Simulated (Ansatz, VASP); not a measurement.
**Cross-check of AlCo between VASP and Ansatz**

Aim: how closely do two programs agree when they are given the same cell, functional and k mesh? The cell is taken from a series of runs on this material, whose earlier steps may have relaxed, scaled, displaced or heated it; both programs get it as it stands.

Method: plane waves, with VASP 6.6.1 beside it; single point at LDA, in Ansatz 0.2.0.

### Step 1. Starting point

The structure is cubic, space group Pm-3m (No. 221). The conventional cell has a = 2.717 Å, b = 2.717 Å, c = 2.717 Å, α = 90.00°, β = 90.00°, γ = 90.00°. Nearest to Al lie 8 Co at 2.35 Å. Co has 8 Al at 2.35 Å nearest. Farther neighbours are not listed.

### Step 2. VASP: single point, LDA, pair 1

With cell and atoms fixed, the geometry can't cause a difference; cores, projectors, grids and the points listed under the comparison can.

Lines of VASP's logs that name or quote its potential files are left out, and so is its time.

INCAR

```
SYSTEM = AlCo
PREC = Accurate
ENCUT = 600
EDIFF = 1E-06
NELM = 120
ISMEAR = 1
SIGMA = 0.2
LREAL = .FALSE.
ALGO = Normal
GGA = PW92
NBANDS = 12
LASPH = .TRUE.
LORBIT = 11
LWAVE = .FALSE.
LCHARG = .FALSE.
ISIF = 2
GGA_COMPAT = .FALSE.
```

POSCAR

```
AlCo
1.0
    2.7167656292      0.0000000000      0.0000000000
    0.0000000000      2.7167656292      0.0000000000
    0.0000000000      0.0000000000      2.7167656292
Al Co
1 1
Direct
    0.0000000000      0.0000000000      0.0000000000
    0.5000000000      0.5000000000      0.5000000000
```

KPOINTS

```
Automatic mesh
0
Gamma
16 16 16
0 0 0
```

The projector-augmented-wave data sets are Al and Co (LDA family, release 64).

Run with:

```bash
$ mpirun -np 1 vasp_std
```

Numbers of over 12 decimals in the logs are rounded to 6 here.

The program printed:

```text
[banner, memory and clock lines left out]
running    1 mpi-ranks, on    1 nodes
 distrk:  each k-point on    1 cores,    1 groups
 distr:  one band on    1 cores,    1 groups

 POSCAR found type information on POSCAR AlCo
 POSCAR found :  2 types and       2 ions
|                                                                             |
|               ----> ADVICE to this user running VASP <----                  |
|                                                                             |
|     You enforced a specific xc type in the INCAR file but a different       |
|     [... a line on the potential file left out ...]
|     I HOPE YOU KNOW WHAT YOU ARE DOING!                                     |
|                                                                             |

 LDA part: xc-table for (Slater(with rela. corr.)+PW92), standard interpolation
 POSCAR, INCAR and KPOINTS ok, starting setup
 FFT: planning ... GRIDC
 FFT: planning ... GRID_SOFT
 FFT: planning ... GRID
 WAVECAR not read
 entering main loop
       N       E                     dE             d eps       ncg     rms          rms(c)
DAV:   1     0.406120645571E+02    0.40612E+02   -0.59282E+03  4008   0.122E+03
DAV:   2    -0.134637593553E+02   -0.54076E+02   -0.49813E+02  4080   0.197E+02
DAV:   3    -0.152392312828E+02   -0.17755E+01   -0.17606E+01  4700   0.423E+01
DAV:   4    -0.152651228772E+02   -0.25892E-01   -0.25883E-01  4520   0.458E+00
DAV:   5    -0.152658575689E+02   -0.73469E-03   -0.73467E-03  4684   0.850E-01    0.136E+01
DAV:   6    -0.168343867881E+02   -0.15685E+01   -0.48385E+01  4424   0.102E+02    0.143E+01
DAV:   7    -0.136596065474E+02    0.31748E+01   -0.22354E+01  4428   0.648E+01    0.223E+00
DAV:   8    -0.136078642508E+02    0.51742E-01   -0.17380E-01  4524   0.365E+00    0.110E+00
DAV:   9    -0.135932038409E+02    0.14660E-01   -0.21800E-02  5712   0.193E+00    0.263E-01
DAV:  10    -0.135928657358E+02    0.33811E-03   -0.31290E-04  4496   0.169E-01    0.151E-01
DAV:  11    -0.135928448585E+02    0.20877E-04   -0.20578E-05  4724   0.360E-02    0.107E-02
DAV:  12    -0.135928443781E+02    0.48036E-06   -0.20149E-06  3180   0.179E-02
   1 F= -.13592844E+02 E0= -.13593516E+02  d E =0.201344E-02
```

From OUTCAR (step 2):

```text
ion  position               nearest neighbor table
   1  0.000  0.000  0.000-   2 2.35   2 2.35   2 2.35   2 2.35   2 2.35   2 2.35   2 2.35   2 2.35

  LATTYP: Found a simple cubic cell.
 ALAT       =     2.7167656292

 Subroutine GETGRP returns: Found 48 space group operations
 (whereof 48 operations were pure point group operations)

The static configuration has the point symmetry O_h .

 Found    165 irreducible k-points:

   k-points           NKPTS =    165   k-points in BZ     NKDIM =    165   number of bands    NBANDS=     12

   dimension x,y,z NGX =    24 NGY =   24 NGZ =   24
   dimension x,y,z NGXF=    48 NGYF=   48 NGZF=   48

   ENCUT  =  600.0 eV  44.10 Ry    6.64 a.u.   5.43  5.43  5.43*2*pi/ulx,y,z

   NELECT =      12.0000    total number of electrons

 k-points in reciprocal lattice and weights: Automatic mesh
   0.00000000  0.00000000  0.00000000       0.000
   0.06250000  0.00000000  0.00000000       0.001
   0.12500000  0.00000000  0.00000000       0.001
   0.18750000  0.00000000  0.00000000       0.001
   0.25000000  0.00000000  0.00000000       0.001
   0.31250000  0.00000000  0.00000000       0.001
   0.37500000  0.00000000  0.00000000       0.001
   0.43750000  0.00000000  0.00000000       0.001
   0.50000000  0.00000000  0.00000000       0.001
[...]
0.50000000  0.50000000  0.43750000       0.001
   0.50000000  0.50000000  0.50000000       0.000

 average (electrostatic) potential at core
       1 -65.2902       2 -75.8917

 E-fermi :  12.3777

 k-point     1 :       0.0000    0.0000    0.0000
  band No.  band energies     occupation
    ...
      2       8.6538      2.00000
      3       8.6538      2.00000
      4      11.3602      2.00000
      5      11.3602      2.00000
      6      11.3602      2.00000
      7      19.0718      0.00000
      8      19.0718      0.00000
      9      19.0718      0.00000
     10      21.7863      0.00000
     11      21.7863      0.00000
    ...

 k-point     2 :       0.0625    0.0000    0.0000
  band No.  band energies     occupation
    ...
      2       8.6525      2.00000
      3       8.6788      2.00000
      4      11.3114      2.00000
      5      11.3114      2.00000
      6      11.3656      2.00000
      7      18.2522      0.00000
      8      19.1865      0.00000
      9      19.1865      0.00000
     10      21.7627      0.00000
     11      22.5654      0.00000
    ...

 k-point     3 :       0.1250    0.0000    0.0000
  band No.  band energies     occupation
    ...
      2       8.6327      2.00000
      3       8.7510      2.00000
      4      11.1775      2.00000
      5      11.1775      2.00000
      6      11.3811      2.00000
      7      16.8244      0.00000
      8      19.5184      0.00000
      9      19.5184      0.00000
     10      21.6931      0.00000
     11      23.8640      0.00000
    ...

  Total        2.6268180      2.6268180      2.6268180      0.0000000      0.0000000     -0.0000000
  in kB      209.8862764    209.8862764    209.8862764      0.0000000      0.0000000     -0.0000000
  external PRESSURE =     209.8862764 kB  Pullay stress =       0.0000000 kB

  energy-cutoff  :      600.00
  volume of cell :       20.05
      direct lattice vectors                 reciprocal lattice vectors
     2.716765629  0.000000000  0.000000000     0.368084751  0.000000000  0.000000000
     0.000000000  2.716765629  0.000000000     0.000000000  0.368084751  0.000000000
     0.000000000  0.000000000  2.716765629     0.000000000  0.000000000  0.368084751

 POSITION                                       TOTAL-FORCE (eV/Angst)
 -----------------------------------------------------------------------------------
      0.00000      0.00000      0.00000         0.000000      0.000000      0.000000
      1.35838      1.35838      1.35838         0.000000      0.000000      0.000000
 -----------------------------------------------------------------------------------
    total drift:                                0.000000     -0.000000     -0.000000

  FREE ENERGIE OF THE ION-ELECTRON SYSTEM (eV)
  ---------------------------------------------------
  free  energy   TOTEN  =       -13.5928443781 eV

  energy  without entropy=      -13.5948578207  energy(sigma->0) =      -13.59351553

 total charge
# of ion       s       p       d       tot
------------------------------------------
    1        0.421   0.504   0.000   0.925
    2        0.496   0.634   7.652   8.782
--------------------------------------------------
tot          0.917   1.138   7.652   9.707

[... 3 further parts left out ...]
```

This run has no spin polarisation, so a moment on Co, if there is one, isn't seen.

### Step 3. Ansatz: single point, LDA, pair 1

Ansatz runs on its PAW soft_1 files.

The same cell, functional (in two slightly different forms), mesh and smearing now go to Ansatz, which takes its cutoff from its data sets.

input.yaml

```yaml
crystal:
  lattice:
    - [2.7167656292, 0.0, 0.0]
    - [0.0, 2.7167656292, 0.0]
    - [0.0, 0.0, 2.7167656292]
  atoms:
    - { symbol: Al, position: [0.0, 0.0, 0.0] }
    - { symbol: Co, position: [0.5, 0.5, 0.5] }
kpoints:
  mp_grid: { grid: [16, 16, 16] }
hamiltonian:
  xc: lda
  pseudopotentials: { kind: paw, azcp: { folder: soft_1 }, xc_functional: pbe }
scf:
  occupations: { method: methfessel_paxton, width: 0.2 }
output:
  forces: true
  stress: true
  eigenvalues: true
```

Run with:

```bash
$ ansatz run input.yaml --threads 4 --pin off --max-ram 10240MiB --backend cpu --events-out ev --progress --plain --runs-dir out
```

The program printed:

```text
Engine: ansatz 0.2.0, aarch64-unknown-linux-gnu
Pseudopotentials: kind: paw
Pseudopotential: Al, paw, valence charge 3, recommended cutoff 420 eV (normal), soft_1/Al.paw.azcp
Pseudopotential: Co, paw, valence charge 17, recommended cutoff 420 eV (normal), soft_1/Co.paw.azcp
Functional definition: SPW92
  exchange = slater_x
  correlation = pw_c
Crystal: 2 atoms, lattice volume = 20.052 Å³
Basis set: ecut = 420 eV, 389 PW (Γ)
Bands: 14, of which v1, the nominal top of the filled ones, is band 10 counted from 1 (9 counted from 0)
Symmetry: 48 space group operations
Space group: Pm-3m (ITA 221), of the structure as read, at distance tolerance 2.7e-5 Å
k-points: 165 of 4096
Non-local potential: Al, projectors of the file, l = 0: 2, l = 1: 2, l = 2: 1
Non-local potential: Co, projectors of the file, l = 0: 3, l = 1: 2, l = 2: 3, l = 3: 1
PAW form: soft (Blöchl's): semilocal exchange-correlation on the pseudo side does not see the compensation charge
PAW frozen core: Al, regenerated for the run's functional, and the local potential with it (the file was generated under x = pbe(κ = 0.804, μ = 0.219515), c = pbe(β = 0.066725))
PAW frozen core: Co, regenerated for the run's functional, and the local potential with it (the file was generated under x = pbe(κ = 0.804, μ = 0.219515), c = pbe(β = 0.066725))
PAW one-centre angular grid: Al, 110 points (default); XC on 64 Gauss nodes
PAW one-centre angular grid: Co, 590 points (default); XC on 64 Gauss nodes
Initial density: superposition of atomic densities (chi_scale 0.1, normalization cell, long waves kept (reshape's long-wave potential 0.00 eV rms))
Initial wavefunctions: pseudopotential atomic-orbital guess
Functional: x = slater, c = lda
SCF iter   1: F=—  HF=-5577.121627 eV  |F-HF|=—  |Δ(HF+E_count)|=         —  Δρ=5.86e-2  dr2=5.76e-1  ethr=3.10e-3  ⟨swp⟩=4.2  Hψ=10616  notcnv=0
preconditioner: auto → none  [metal: Δε(μ)=0.007 eV  Ē_g=9.549 eV  σ=0.200 eV  W_gap=0.03  n_scr=6 (ndim 8)  ℏωp=28.7 eV  f_vac=0.000  D(μ)=0.66/eV (n_scr^D=6)  sad-step TF]
SCF iter   2: F=—  HF=-5577.070976 eV  |F-HF|=—  |Δ(HF+E_count)|=   5.07e-2  S|Δr|=    0.00e0  Δρ=7.01e-2  dr2=8.51e-1  ethr=2.88e-3  ⟨swp⟩=1.2  Hψ=3655  notcnv=0
SCF iter   3: F=—  HF=-5576.903173 eV  |F-HF|=—  |Δ(HF+E_count)|=   1.68e-1  S|Δr|=    0.00e0  Δρ=1.50e-2  dr2=3.40e-2  ethr=2.88e-3  ⟨swp⟩=2.1  Hψ=3072  notcnv=0
SCF iter   4: F=—  HF=-5576.896534 eV  |F-HF|=—  |Δ(HF+E_count)|=   6.64e-3  S|Δr|=    0.00e0  Δρ=1.02e-3  dr2=1.59e-4  ethr=1.70e-4  ⟨swp⟩=1.2  Hψ=3492  notcnv=0  defer=5
SCF iter   5: F=—  HF=-5576.896541 eV  |F-HF|=—  |Δ(HF+E_count)|=   6.62e-6  S|Δr|=    0.00e0  Δρ=9.12e-5  dr2=1.26e-6  ethr=7.97e-7  ⟨swp⟩=2.2  Hψ=3154  notcnv=0  defer=5
SCF iter   6: F=—  HF=-5576.896539 eV  |F-HF|=—  |Δ(HF+E_count)|=   1.57e-6  S|Δr|=    0.00e0  Δρ=6.79e-6  dr2=9.75e-9  ethr=5.00e-10  ⟨swp⟩=6.3  Hψ=11299  notcnv=0
SCF iter   7: F=-5576.896539 eV  HF=-5576.896539 eV  |F-HF|=9.09e-11  |Δ(HF+E_count)|=   2.75e-9  S|Δr|=    0.00e0  Δρ=5.35e-7  dr2=5.75e-11  ethr=4.88e-11  ⟨swp⟩=1.8  Hψ=6804  notcnv=0
SCF 1 converged in 7 iterations: F = -5576.896539 eV  dr2 = 5.75e-11
  greatest PAW one-centre occupation: 1.002 electrons in one spin orbital (limit 2), on the Co atom at site 1 (counted from 0), in its partial waves of l = 1
SCF converged after 7 iterations
Stability not checked: this state was not tested for a lower state beside it, because cold or Methfessel-Paxton smearing, or corrected tetrahedra, fill the levels in a way that the test cannot read (fill_not_monotonic; see scf.lower_state_search)
Free energy (F): -5576.896539 eV
Harris-Foulkes:  -5576.896539 eV  (|F-HF|=9.09e-11)
Internal energy: -5576.898632 eV  (E = F + TS)
E sigma→0 (E₀):  -5576.897062 eV
Entropy (-TS):   0.002093 eV (1.047 meV/atom)
Fermi energy:    16.787310 eV
Step filling:    the computed levels leave a gap of 0.0098 eV = 0.0 smearing widths at the electron count; against every level under it full and every level over it empty, smearing changes F+E_penalty+E_count by +0.424 meV and its σ→0 estimate by -0.100 meV
--- Per-component energies (eV) ---
  E_band       = -241.551209
  E_kinetic    = 328.491625
  E_local      = -3318.796924  (includes V_loc(G=0)·N_el)
  E_nonlocal   = 455.138683
  E_hartree    = 1509.203048
  E_xc         = -134.108268
  E_vxc        = -154.373291  (∫ρ·V_xc dr)
  E_paw        = -1959.789195  (= ΣΔE_a)
  E_vpaw       = -570.417012  (= ΣTr[D̂ρ^β])
  E_aug_tail   = -0.000034  (compensation charges beyond the density's cutoff)
  E_ewald      = -2457.511535
  E_core_change = 0.473968  (= ΣΔE_core)
  E_smearing   = 0.002093  (= −TS)
  E_closure    = -0.000000  (closes the sum)
  Σ components = -5576.896539   (vs F -5576.896539, Δ=0.00e0)
--- Forces (eV/Å), atoms counted from 1 ---
  atom   1  Al    -0.00000000     0.00000000     0.00000000
  atom   2  Co     0.00000000     0.00000000     0.00000000
  max |Σ_I F_I| component: 1.47e-28 eV/Å
--- Stress (GPa, compression-positive) ---
       20.677266       0.000000       0.000000
       -0.000000      20.677266       0.000000
        0.000000       0.000000      20.677266
  P = ⅓ Tr σ = 20.6773 GPa (206.773 kbar)
--- Band table (eV; the first three rows and the last of 165) ---
  k-point 0: bands = [... 6 lower, 13.0511, 15.7744, 15.7744, 15.7744, 23.4647, 23.4647, 23.4647, 26.1414]
  k-point 1: bands = [... 6 lower, 13.0763, 15.7253, 15.7253, 15.7799, 22.6440, 23.5789, 23.5789, 26.1173]
  k-point 2: bands = [... 6 lower, 13.1488, 15.5905, 15.5905, 15.7956, 21.2188, 23.9093, 23.9093, 26.0461]
  k-point 164: bands = [... 6 lower, 12.1258, 16.5001, 16.5001, 19.1674, 19.1674, 19.1674, 22.1955, 23.0127]
```

The column dr2 measures how far the density is from self-consistency, as an energy; F and HF (Harris–Foulkes) agree once it is small.

The run ends at a pressure of 20.68 GPa.

### Step 4. Differences

Known differences besides the potentials themselves: the data sets hold 20 valence electrons in Ansatz (on its PAW soft_1 files) and 12 in VASP; the cutoff is 420 eV in Ansatz and 600 eV in VASP; VASP's log shows a relativistic correction to its local exchange, Ansatz's none. Total energies have different zeros and are not compared.

Compared:

| quantity | Ansatz | VASP | difference |
| --- | --- | --- | --- |
| pressure (GPa) | 20.68 | 20.99 | -0.31 |

### Step 5. VASP: single point, LDA, pair 2

With cell and atoms fixed, the geometry can't cause a difference; cores, projectors, grids and the points listed under the comparison can. The cell compared in this pair holds 19.62 Å³, against 20.05 Å³ for the pair before.

INCAR is that of step 2.

POSCAR

```
AlCo
1.0
    2.6969345161      0.0000000000      0.0000000000
    0.0000000000      2.6969345161      0.0000000000
    0.0000000000      0.0000000000      2.6969345161
Al Co
1 1
Direct
    0.0000000000      0.0000000000      0.0000000000
    0.5000000000      0.5000000000      0.5000000000
```

KPOINTS is that of step 2.

Run with:

```bash
$ mpirun -np 1 vasp_std
```

The program printed:

```text
[banner, memory and clock lines left out]
running    1 mpi-ranks, on    1 nodes
[...]
[... a notice as in an earlier step ...]

 LDA part: xc-table for (Slater(with rela. corr.)+PW92), standard interpolation
 POSCAR, INCAR and KPOINTS ok, starting setup
[...]
entering main loop
       N       E                     dE             d eps       ncg     rms          rms(c)
DAV:   1     0.415902584598E+02    0.41590E+02   -0.60180E+03  4016   0.125E+03
DAV:   2    -0.133445642157E+02   -0.54935E+02   -0.50530E+02  4040   0.201E+02
DAV:   3    -0.151765459880E+02   -0.18320E+01   -0.18185E+01  4692   0.431E+01
DAV:   4    -0.152019267807E+02   -0.25381E-01   -0.25373E-01  4476   0.452E+00
[...]
DAV:  10    -0.135266356096E+02    0.29652E-03   -0.31054E-04  4552   0.177E-01    0.156E-01
DAV:  11    -0.135266132041E+02    0.22406E-04   -0.22587E-05  4644   0.368E-02    0.113E-02
DAV:  12    -0.135266128047E+02    0.39938E-06   -0.20852E-06  3424   0.183E-02
   1 F= -.13526613E+02 E0= -.13527270E+02  d E =0.197181E-02
```

Parts of OUTCAR (step 5):

```text
  Total        3.3963804      3.3963804      3.3963804     -0.0000000     -0.0000000      0.0000000
  in kB      277.4059034    277.4059034    277.4059034     -0.0000000     -0.0000000      0.0000000
  external PRESSURE =     277.4059034 kB  Pullay stress =       0.0000000 kB

 POSITION                                       TOTAL-FORCE (eV/Angst)
 -----------------------------------------------------------------------------------
      0.00000      0.00000      0.00000         0.000000      0.000000      0.000000
      1.34847      1.34847      1.34847         0.000000      0.000000      0.000000
 -----------------------------------------------------------------------------------
    total drift:                                0.000000     -0.000000     -0.000000

  FREE ENERGIE OF THE ION-ELECTRON SYSTEM (eV)
  ---------------------------------------------------
  free  energy   TOTEN  =       -13.5266128047 eV

  energy  without entropy=      -13.5285846186  energy(sigma->0) =      -13.52727008

[... 1 part as in an earlier step ...]

[... 2 further parts left out ...]
[key lines of the parts left out:]
E-fermi :  12.7195
```

The run ends at a pressure of 27.74 GPa.

[end of part 1 of 2]

[Lines on the potential files, build, host, timing and source positions are cut from VASP's logs without a mark.]

[Logs are printed without paths, hosts, clocks, repeated set-up lines and the standing remarks that a program may print on its own settings, such as how far it seeks lower states.]

[Hosts, paths, dates, database ids (printed as entryN), source tags and the programs' standing remarks are cut or masked in the printed files.]
